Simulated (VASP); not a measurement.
GaN (relaxed from the CsCl structure, space group Pm-3m): computed properties

Calculation: r2SCAN meta-GGA, VASP's PBE PAW potentials (set 64) (plane waves; VASP).

```json
{
  "space_group": "Pm-3m (221)",
  "cell": "a = 2.7015 Å, b = 2.7015 Å, c = 2.7015 Å, α = 90.00°, β = 90.00°, γ = 90.00°",
  "volume_per_atom": "9.86 Å^3/atom",
  "band gap (over mesh and band path)": "none (metal, semimetal or under 0.01 eV)",
  "density": "7.05 g/cm³"
}
```

GaN is modelled in the cubic space group Pm-3m (No. 221), the CsCl type structure, Pearson symbol cP2. Cell: a = b = c = 2.701 Å, α = β = γ = 90.00°. Ga on 1a is coordinated by 8 N at 2.340 Å (cubic). N on 1b sees 8 Ga at 2.340 Å (cubic). (Neighbours: up to the widest gap in distance over summed covalent radii, below 1.35, at either atom; cation-cation and far metal-metal contacts left out.)

The structure was generated: GaN was put into the CsCl type (Pm-3m), which need not be its known phase. It was relaxed first, which changed the volume by +23 %. Symmetry was kept, so distortions that lower it aren't found.
